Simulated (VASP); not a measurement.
# PW2 (P4_2/mnm) in VASP: single point with r2SCAN

Aim: the single point of PW2 with r2SCAN.

Everything below comes from runs of VASP 6.6.1. Logs are shortened: lines on timing, memory, paths and dates and some standing lists are left out, and cuts for length are marked.

**1. The structure**

The structure is tetragonal, space group P4_2/mnm (No. 136). The conventional cell has a = 4.953 Å, b = 4.953 Å, c = 3.159 Å, α = 90.00°, β = 90.00°, γ = 90.00°. Around P (site symmetry mmm) lie 6 W at 2.08 to 2.14 Å. W (site symmetry m2m) has 3 P at 2.08 to 2.14 Å as nearest neighbours.

The cell was built by a generator and needn't be a form met in nature.

**2. Single point, r2SCAN**

The input, POSCAR:

```
PW2
1.0
    4.9527567500      0.0000000000      0.0000000000
    0.0000000000      4.9527567500      0.0000000000
    0.0000000000      0.0000000000      3.1586253200
P W
2 4
Direct
    0.0000000000      0.0000000000      0.0000000000
    0.5000000000      0.5000000000      0.5000000000
    0.3058000000      0.3058000000      0.0000000000
    0.1942000000      0.8058000000      0.5000000000
    0.6942000000      0.6942000000      0.0000000000
    0.8058000000      0.1942000000      0.5000000000
```

The input, INCAR.step1:

```
ALGO = Normal
EDIFF = 1E-4
ENCUT = 520
GGA = PE
ISMEAR = -1
LASPH = True
LCHARG = False
LREAL = False
LWAVE = True
NBANDS = 42
NELM = 100
PREC = Accurate
SIGMA = 0.0362
```

The input, INCAR.step2:

```
ALGO = Normal
EDIFF = 1E-6
ENCUT = 520
ISIF = 2
ISMEAR = -1
ISTART = 1
LASPH = True
LCHARG = True
LELF = True
LMIXTAU = True
LREAL = False
LVHAR = True
LWAVE = False
METAGGA = R2SCAN
NBANDS = 42
NELM = 100
PREC = Accurate
SIGMA = 0.0362
```

The input, KPOINTS:

```
k-points
0
Gamma
  7 7 11
```

Potentials or basis: VASP PAW PBE potentials, release 64 (P, W_sv).

Run with:

```
$ cat potpaw_PBE.64/P/POTCAR potpaw_PBE.64/W_sv/POTCAR > POTCAR
$ cp INCAR.step1 INCAR
$ mpirun -np 1 vasp_std > vasp.out
$ cp INCAR.step2 INCAR
$ mpirun -np 1 vasp_std > vasp.out
```

OUTCAR:

```text
EDIFF = 1E-6
   ENCUT = 520
   ISIF = 2
   ISMEAR = -1
   ISTART = 1
   LASPH = True
   LREAL = False
   METAGGA = R2SCAN
   NELM = 100
   PREC = Accurate

 ion  position               nearest neighbor table
   1  0.000  0.000  0.000-   4 2.08   6 2.08   4 2.08   6 2.08   5 2.14   3 2.14
   2  0.500  0.500  0.500-   3 2.08   5 2.08   3 2.08   5 2.08   4 2.14   6 2.14
   3  0.306  0.306  0.000-   2 2.08   2 2.08   1 2.14   5 2.72   6 2.99   4 2.99   4 2.99   6 2.99
                             4 2.99   4 2.99   6 2.99   6 2.99
   4  0.194  0.806  0.500-   1 2.08   1 2.08   2 2.14   6 2.72   3 2.99   5 2.99   3 2.99   5 2.99
                             3 2.99   3 2.99   5 2.99   5 2.99
   5  0.694  0.694  0.000-   2 2.08   2 2.08   1 2.14   3 2.72   6 2.99   4 2.99   4 2.99   6 2.99
                             6 2.99   6 2.99   4 2.99   4 2.99
   6  0.806  0.194  0.500-   1 2.08   1 2.08   2 2.14   4 2.72   5 2.99   3 2.99   3 2.99   5 2.99
                             5 2.99   5 2.99   3 2.99   3 2.99

  LATTYP: Found a simple tetragonal cell.
 ALAT       =     4.9527567500
 C/A-ratio  =     0.6377509495

  Lattice vectors:

 A1 = (   4.9527567500,   0.0000000000,   0.0000000000)
 A2 = (   0.0000000000,   4.9527567500,   0.0000000000)
 A3 = (   0.0000000000,   0.0000000000,   3.1586253200)

Analysis of symmetry for initial positions (statically):
=====================================================================
 Subroutine PRICEL returns:
 Original cell was already a primitive cell.

 Routine SETGRP: Setting up the symmetry group for a
 simple tetragonal supercell.

 Subroutine GETGRP returns: Found 16 space group operations
 (whereof  8 operations were pure point group operations)
 out of a pool of 16 trial point group operations.

The static configuration has the point symmetry D_2h.
 The point group associated with its full space group is D_4h.

Analysis of symmetry for dynamics (positions and initial velocities):
=====================================================================
 Subroutine PRICEL returns:
 Original cell was already a primitive cell.

 Routine SETGRP: Setting up the symmetry group for a
 simple tetragonal supercell.

 Subroutine GETGRP returns: Found 16 space group operations
 (whereof  8 operations were pure point group operations)
 out of a pool of 16 trial point group operations.

The dynamic configuration has the point symmetry D_2h.
 The point group associated with its full space group is D_4h.

 Subroutine INISYM returns: Found 16 space group operations
 (whereof  8 operations are pure point group operations),
 and found     1 'primitive' translations

----------------------------------------------------------------------------------------

                                     Primitive cell

  volume of cell :      77.4804

  direct lattice vectors                    reciprocal lattice vectors
     4.952756750  0.000000000  0.000000000     0.201907756  0.000000000  0.000000000
     0.000000000  4.952756750  0.000000000     0.000000000  0.201907756  0.000000000
     0.000000000  0.000000000  3.158625320     0.000000000  0.000000000  0.316593422

  length of vectors
     4.952756750  4.952756750  3.158625320     0.201907756  0.201907756  0.316593422

  position of ions in fractional coordinates (direct lattice)
     0.000000000  0.000000000  0.000000000
     0.500000000  0.500000000  0.500000000
     0.305800000  0.305800000  0.000000000
     0.194200000  0.805800000  0.500000000
     0.694200000  0.694200000  0.000000000
     0.805800000  0.194200000  0.500000000

  ion indices of the primitive-cell ions
   primitive index   ion index
                 1           1
                 2           2
                 3           3
                 4           4
                 5           5
                 6           6

----------------------------------------------------------------------------------------

 KPOINTS: k-points

Automatic generation of k-mesh.
 Grid dimensions read from file:
 generate k-points for:    7    7   11

 Generating k-lattice:

  Cartesian coordinates                     Fractional coordinates (reciprocal lattice)
     0.028843965  0.000000000  0.000000000     0.142857143  0.000000000  0.000000000
     0.000000000  0.028843965  0.000000000     0.000000000  0.142857143  0.000000000
     0.000000000  0.000000000  0.028781220     0.000000000  0.000000000  0.090909091

  Length of vectors
     0.028843965  0.028843965  0.028781220

  Shift w.r.t. Gamma in fractional coordinates (k-lattice)
     0.000000000  0.000000000  0.000000000

 Subroutine IBZKPT returns following result:
 ===========================================

 Found     60 irreducible k-points:

 Following reciprocal coordinates:
            Coordinates               Weight
  0.000000  0.000000  0.000000      1.000000
  0.142857  0.000000  0.000000      4.000000
  0.285714  0.000000  0.000000      4.000000
  0.428571  0.000000  0.000000      4.000000
  0.142857  0.142857  0.000000      4.000000
  0.285714  0.142857  0.000000      8.000000
[... 16 lines left out ...]
  0.285714  0.000000  0.181818      8.000000
  0.428571  0.000000  0.181818      8.000000
 [... further k-points ...]
   k-points           NKPTS =     60   k-points in BZ     NKDIM =     60   number of bands    NBANDS=     42
   number of dos      NEDOS =    301   number of ions     NIONS =      6
   total plane-waves  NPLWV =  38400
   dimension x,y,z NGX =    40 NGY =   40 NGZ =   24
   dimension x,y,z NGXF=    80 NGYF=   80 NGZF=   48
   ions per type =               2   4
   NGX,Y,Z   is equivalent  to a cutoff of  13.43, 13.43, 12.63 a.u.
   NGXF,Y,Z  is equivalent  to a cutoff of  26.85, 26.85, 25.26 a.u.
 SYSTEM =  unknown system
   PREC   = accura    normal or accurate (medium, high low for compatibility)
   ISTART =      1    job   : 0-new  1-cont  2-samecut
   ICHARG =      0    charge: 1-file 2-atom 10-const
   ISPIN  =      1    spin polarized calculation?
   LNONCOLLINEAR =      F non collinear calculations
   LSORBIT =      F    spin-orbit coupling
   LASPH  =      T    aspherical Exc in radial PAW
   ENCUT  =  520.0 eV  38.22 Ry    6.18 a.u.   9.21  9.21  5.87*2*pi/ulx,y,z
   NELM   =    100;   NELMIN=  2; NELMDL=  0     # of ELM steps
   EDIFF  = 0.1E-05   stopping-criterion for ELM
   LREAL  =      F    real-space projection
   EDIFFG = 0.1E-04   stopping-criterion for IOM
   NSW    =      0    number of steps for IOM
   IBRION =     -1    ionic relax: 0-MD 1-quasi-New 2-CG
   NFREE  =      0    steps in history (QN), initial steepest desc. (CG)
   ISIF   =      2    stress and relaxation
   ISYM   =      2    0-nonsym 1-usesym 2-fastsym
   POTIM  = 0.5000    time-step for ionic-motion
   TEBEG  =    0.0;   TEEND  =   0.0 temperature during run
   PSTRESS=    0.0 pullay stress
   NELECT =      66.0000    total number of electrons
   NUPDOWN=      -1.0000    fix difference up-down
   EMIN   =  10.00;   EMAX   =-10.00  energy-range for DOS
   EFERMI =   0.00;   METHOD = LEGACY
   ISMEAR =    -1;   SIGMA  =   0.04  broadening in eV -4-tet -1-fermi 0-gaus
   EFERMI_NEDOS =   21; number of points for ismear=-14 and -15
   IALGO  =     38    algorithm
   IMIX   =      4    mixing-type and parameters
     AMIX     =   0.40;   BMIX     =  1.00
     AMIX_MAG =   1.60;   BMIX_MAG =  1.00
  volume/ion in A,a.u.               =      12.91        87.14
  Fermi-wavevector in a.u.,A,eV,Ry     =   1.551882  2.932632 32.767436  2.408339
  Thomas-Fermi vector in A             =   2.656338
   LORBIT       =      0    0 simple, 1 ext, 2 COOP (PROOUT), +10 PAW based schemes
   METAGGA = R2SCAN    functional components
   LHFCALC =     F    Hartree Fock is set to
   AEXX    =    0.0000 exact exchange contribution
   IVDW    =     0    specifies the selected vdW correction
   LEPSILON=     F    determine dielectric tensor
   LRPA    =     F    only Hartree local field effects (RPA)
 non-spin polarized calculation
  energy-cutoff  :      520.00
  volume of cell :       77.48
 maximum number of plane-waves:      2108
 NGX is ok and might be reduce to    40
   NGX = 19   NGY = 19   NGZ = 11

 number of electron      65.9999991 magnetization

 Free energy of the ion-electron system (eV)
  ---------------------------------------------------
  ext. energy  EPLUGINS =         0.00000000
  ---------------------------------------------------
  free energy    TOTEN  =      -211.61265685 eV

  energy without entropy =     -211.59179734  energy(sigma->0) =     -211.60222709

 E-fermi :  13.3530     XC(G=0): -14.8844

 val. band max:       13.3510105993   @ k =   0.4286   0.4286   0.0909
 cond. band min:      13.3622200246   @ k =   0.4286   0.1429   0.4545
 fundamental gap:      0.0112094253
 Fermi energy:        13.3529894816

 k-point     1 :       0.0000    0.0000    0.0000
  band No.  band energies     occupation
      1     -62.6434      2.00000
      2     -62.5460      2.00000
      3     -62.5460      2.00000
      4     -62.5428      2.00000
      5     -27.5854      2.00000
      6     -26.7282      2.00000
[... 34 lines left out ...]
     41      17.8184      0.00000
     42      18.1818      0.00000

 k-point     2 :       0.1429    0.0000    0.0000
  band No.  band energies     occupation
      1     -62.6396      2.00000
      2     -62.5575      2.00000
      3     -62.5448      2.00000
      4     -62.5363      2.00000
      5     -27.5549      2.00000
      6     -26.8499      2.00000
[... 34 lines left out ...]
     41      17.9440      0.00000
     42      18.4736      0.00000

 k-point     3 :       0.2857    0.0000    0.0000
  band No.  band energies     occupation
      1     -62.6288      2.00000
      2     -62.5745      2.00000
      3     -62.5417      2.00000
      4     -62.5333      2.00000
      5     -27.4683      2.00000
      6     -27.0144      2.00000
[... 897 lines left out ...]
      4     -62.5340      2.00000
      5     -27.4098      2.00000
      6     -27.0030      2.00000
[... 34 lines left out ...]
     41      18.3010      0.00000
     42      18.6143      0.00000

 k-point    24 :       0.4286    0.0000    0.1818
  band No.  band energies     occupation
      1     -62.6047      2.00000
      2     -62.5881      2.00000
      3     -62.5364      2.00000
      4     -62.5342      2.00000
      5     -27.2928      2.00000
      6     -27.1520      2.00000
[... 34 lines left out ...]
     41      18.1043      0.00000
     42      18.4770      0.00000

 [... further k-points ...]

------------------------ aborting loop because EDIFF is reached ----------------------------------------

  FORCE on cell =-STRESS in cart. coord.  units (eV):
  Direction    XX          YY          ZZ          XY          YZ          ZX
  --------------------------------------------------------------------------------------
  -------------------------------------------------------------------------------------
  Total       50.9607165     50.9607165     55.4218045      0.0000000      0.0000000      0.0000000
  in kB     1053.7898200   1053.7898200   1146.0383087      0.0000000      0.0000000      0.0000000
  external PRESSURE =    1084.5393162 kB  Pullay stress =       0.0000000 kB

 VOLUME and BASIS-vectors are now :
 -----------------------------------------------------------------------------
  energy-cutoff  :      520.00
  volume of cell :       77.48
      direct lattice vectors                 reciprocal lattice vectors
     4.952756750  0.000000000  0.000000000     0.201907756  0.000000000  0.000000000
     0.000000000  4.952756750  0.000000000     0.000000000  0.201907756  0.000000000
     0.000000000  0.000000000  3.158625320     0.000000000  0.000000000  0.316593422

 POSITION                                       TOTAL-FORCE (eV/Angst)
 -----------------------------------------------------------------------------------
      0.00000      0.00000      0.00000         0.000000     -0.000000      0.000000
      2.47638      2.47638      1.57931         0.000000     -0.000000      0.000000
      1.51455      1.51455      0.00000        -2.910016     -2.910016      0.000000
      0.96183      3.99093      1.57931         2.910016     -2.910016      0.000000
      3.43820      3.43820      0.00000         2.910016      2.910016      0.000000
      3.99093      0.96183      1.57931        -2.910016      2.910016      0.000000
 -----------------------------------------------------------------------------------
    total drift:                               -0.000000     -0.000000     -0.000000

  FREE ENERGIE OF THE ION-ELECTRON SYSTEM (eV)
  ---------------------------------------------------
  free  energy   TOTEN  =      -211.6126568452 eV

  energy  without entropy=     -211.5917973420  energy(sigma->0) =     -211.60222709
```

It took 4.3 min on 1 thread of Intel Xeon Platinum 8488C (Sapphire Rapids), shared host; peak memory 0.29 GiB.

Results:

```
Free energy            : -211.6127 eV
Pressure               : 108.5 GPa
Largest force          : 4.115 eV/Å
Band gap on the k mesh : none (metal or under the smearing width)
```

Forces in eV/Å, atoms in the order of the input:
```
P    0.000  0.000  0.000
P    0.000  0.000  0.000
W   -2.910 -2.910  0.000
W    2.910 -2.910  0.000
W    2.910  2.910  0.000
W   -2.910  2.910  0.000
```

Caveat: a pressure of tens of GPa on the cell as given is suspect, and the run, the potentials or the cell itself is likely at fault; the PAW data sets were made with another functional, which shifts forces and pressure a little. Spin-orbit coupling is left out, which matters for the levels of W.
